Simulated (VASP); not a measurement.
Method: PBE GGA, VASP's PBE PAW potentials (set 64) (plane waves; VASP).

Input for VASP

KPOINTS:
```
Automatic mesh
0
Gamma
9 9 9
0 0 0
```

INCAR:
```
SYSTEM = AlRu
PREC = Accurate; ENCUT = 300; LREAL = F
LASPH = T; ISYM = 0
EDIFF = 1E-6; NELM = 100; ALGO = Normal
LMAXMIX = 4
ISMEAR = 1; SIGMA = 0.272
GGA = PE
ISIF = 2
LWAVE = F; LCHARG = F
```

**POSCAR**
```
AlRu
5.9650
  0.5000000000   0.0000000000   0.0000000000
  0.0000000000   0.5000000000   0.0000000000
  0.0000000000   0.0000000000   0.5000000000
Al Ru
1 1
Cart
  0.0000000000   0.0000000000   0.0000000000
  0.2500000000   0.2500000000   0.2500000000
```

POTCAR, in this order: Al Ru_pv (PBE.64 set). Program: vasp_std.

The resulting files:

**OSZICAR**
```
       N       E                     dE             d eps       ncg     rms          rms(c)
DAV:   1     0.593966698446E+02    0.59397E+02   -0.75507E+03 10568   0.853E+02
DAV:   2    -0.138796669227E+02   -0.73276E+02   -0.70166E+02  9696   0.254E+02
DAV:   3    -0.149252971866E+02   -0.10456E+01   -0.10299E+01 10300   0.314E+01
DAV:   4    -0.149342415197E+02   -0.89443E-02   -0.89424E-02 10564   0.280E+00
DAV:   5    -0.149344078920E+02   -0.16637E-03   -0.16637E-03 10732   0.324E-01    0.123E+01
DAV:   6    -0.143302107542E+02    0.60420E+00   -0.36045E+00  9328   0.217E+01    0.241E+00
DAV:   7    -0.142589295977E+02    0.71281E-01   -0.28942E-01  9272   0.629E+00    0.214E+00
DAV:   8    -0.142430613758E+02    0.15868E-01   -0.21082E-02  9872   0.157E+00    0.210E-01
DAV:   9    -0.142427115779E+02    0.34980E-03   -0.91695E-04  9860   0.328E-01    0.142E-01
DAV:  10    -0.142427073076E+02    0.42703E-05   -0.37339E-05 10556   0.731E-02    0.251E-02
DAV:  11    -0.142427046513E+02    0.26564E-05   -0.60131E-06  9944   0.307E-02    0.599E-03
DAV:  12    -0.142427041057E+02    0.54552E-06   -0.86948E-08  4520   0.330E-03
   1 F= -.14242704E+02 E0= -.14241733E+02  d E =-.291294E-02
```

### OUTCAR
```
------------------------ aborting loop because EDIFF is reached ----------------------------------------
  FORCE on cell =-STRESS in cart. coord.  units (eV):
  Direction    XX          YY          ZZ          XY          YZ          ZX
  --------------------------------------------------------------------------------------
  Total        0.6802865      0.6802880      0.6802870     -0.0000005      0.0000008      0.0000000
  in kB       41.0828967     41.0829880     41.0829304     -0.0000307      0.0000469      0.0000017
  external PRESSURE =      41.0829384 kB  Pullay stress =       0.0000000 kB
  volume of cell :       26.53
      direct lattice vectors                 reciprocal lattice vectors
     2.982500000  0.000000000  0.000000000     0.335289187  0.000000000  0.000000000
     0.000000000  2.982500000  0.000000000     0.000000000  0.335289187  0.000000000
     0.000000000  0.000000000  2.982500000     0.000000000  0.000000000  0.335289187
 POSITION                                       TOTAL-FORCE (eV/Angst)
 -----------------------------------------------------------------------------------
      0.00000      0.00000      0.00000        -0.000000     -0.000000     -0.000000
      1.49125      1.49125      1.49125         0.000000      0.000000      0.000000
 -----------------------------------------------------------------------------------
    total drift:                                0.000000      0.000000      0.000000
  FREE ENERGIE OF THE ION-ELECTRON SYSTEM (eV)
  ---------------------------------------------------
  free  energy   TOTEN  =       -14.2427041057 eV

  energy  without entropy=      -14.2397911664  energy(sigma->0) =      -14.24173313
```
(Selected blocks of OUTCAR.)

### OUTCAR
```
 val. band max:       10.7591125009   @ k =   0.4444   0.4444   0.1111

 cond. band min:      10.7741584245   @ k =   0.1111  -0.1111   0.4444


 Fermi energy:        10.7714129844

 k-point     1 :       0.0000    0.0000    0.0000
  band No.  band energies     occupation
      1     -30.9357      2.00000
      2     -30.9357      2.00000
      3     -30.9357      2.00000
      4       1.1162      2.00000
      5       7.2330      2.00000
      6       7.2330      2.00000
      7      11.0175     -0.02445
      8      11.0175     -0.02445
      9      11.0175     -0.02445
     10      16.9709      0.00000
     11      16.9709      0.00000
     12      16.9709      0.00000

 k-point     2 :       0.1111    0.0000    0.0000
  band No.  band energies     occupation
      1     -30.9613      2.00000
      2     -30.9336      2.00000
      3     -30.9336      2.00000
      4       1.3545      2.00000
      5       7.3094      2.00000
      6       7.3158      2.00000
      7      10.7328      1.23782
      8      10.7328      1.23781
      9      11.0464     -0.05246
     10      15.9405     -0.00000
     11      17.4370      0.00000
     12      17.4370      0.00000

 k-point     3 :       0.0000    0.1111    0.0000
  band No.  band energies     occupation
      1     -30.9613      2.00000
      2     -30.9336      2.00000
      3     -30.9336      2.00000
      4       1.3545      2.00000
      5       7.3094      2.00000
      6       7.3158      2.00000
      7      10.7328      1.23782
      8      10.7328      1.23781
      9      11.0464     -0.05246
     10      15.9405     -0.00000
     11      17.4370      0.00000
     12      17.4370      0.00000

 k-point     4 :       0.0000    0.0000    0.1111
  band No.  band energies     occupation
      1     -30.9613      2.00000
      2     -30.9336      2.00000
      3     -30.9336      2.00000
      4       1.3545      2.00000
      5       7.3094      2.00000
      6       7.3158      2.00000
...
```

At this cut-off the stress carries a Pulay error, which pulls relaxed volumes low.

The structure comes from a computed database's AlRu entry; how it stands against other phases isn't given here. The cell was not relaxed at this level. The run is one of a series of settings (ISYM = 0 against the base run), some of them coarse on purpose. The electron count is odd and the run is not spin-polarised, which forces a metal.
